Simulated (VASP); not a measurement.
Input for VASP

File KPOINTS:
```
Automatic mesh
0
Gamma
  7 7 7
0 0 0
```

**POSCAR**
```
RbBr
1
    0.0000000000     3.3904310102     3.3904310102
    3.3904310102     0.0000000000     3.3904310102
    3.3904310102     3.3904310102     0.0000000000
Rb Br
1 1
Direct
  0.0000000000   0.0000000000   0.0000000000
  0.5000000000   0.5000000000   0.5000000000
```

INCAR:
```
SYSTEM = RbBr
PREC = Accurate; ENCUT = 520; LREAL = F
LASPH = T
EDIFF = 1E-7; NELM = 100; ALGO = Normal
LMAXMIX = 4
ISMEAR = 0; SIGMA = 0.05
GGA = PS
ISIF = 2
LWAVE = F; LCHARG = F
```

POTCAR, in this order: Rb_sv Br (PBE.64 set). Program: vasp_std.

Question: Translate this PBEsol calculation to Quantum ESPRESSO's pw.x.

Answer: One equivalent input (not run):
```
&CONTROL
  calculation = 'scf'
  pseudo_dir = './pseudo'
  outdir = './out'
  tprnfor = .true.
  tstress = .true.
/
&SYSTEM
  ibrav = 0
  nat = 2
  ntyp = 2
  ecutwfc = 46
  occupations = 'smearing'
  smearing = 'gaussian'
  degauss = 0.003675
  input_dft = 'pbesol'
/
&ELECTRONS
  conv_thr = 7.3e-09
  electron_maxstep = 100
/
ATOMIC_SPECIES
  Rb 85.468 Rb.upf
  Br 79.904 Br.upf
CELL_PARAMETERS angstrom
     0.0000000    3.3904310    3.3904310
     3.3904310    0.0000000    3.3904310
     3.3904310    3.3904310    0.0000000
ATOMIC_POSITIONS crystal
  Rb   0.0000000  0.0000000  0.0000000
  Br   0.5000000  0.5000000  0.5000000
K_POINTS automatic
  7 7 7 0 0 0
```
What does not carry over: the potentials are each code's own (VASP's PAW set, PseudoDojo norm-conserving files in pw.x), so ENCUT and ecutwfc are chosen apart and not converted; conv_thr bounds pw.x's estimated SCF error, while EDIFF bounds the energy change between steps.

The compound is RbBr in the rock salt structure. This cell is one point of a volume scan, at 0.97 of the reference volume.
